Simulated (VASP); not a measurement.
Here is the system:

```
CELL_PARAMETERS angstrom
      0.00000     3.14557     3.14557
      3.14557     0.00000     3.14557
      3.14557     3.14557     0.00000
ATOMIC_POSITIONS crystal
  Pb 0.00000 0.00000 0.00000
  Se 0.50000 0.50000 0.50000
```

Method: PBE GGA with D3 dispersion (zero damping), VASP's PBE PAW potentials (set 64) (plane waves; VASP 6.6.1). Numerical set-up: 520 eV cut-off, 7×7×7 Γ-centred mesh, Gaussian smearing of 0.050 eV, potentials Pb_d Se.

Problem. Predict the energy per atom (σ→0), pressure.

Solution. 
```json
{
 "energy per atom (σ→0)": "-4.319 eV/atom",
 "pressure": "-2.15 GPa"
}
```

The compound is PbSe in the rock salt structure. This cell is one point of a volume scan, at 1.06 of the reference volume.
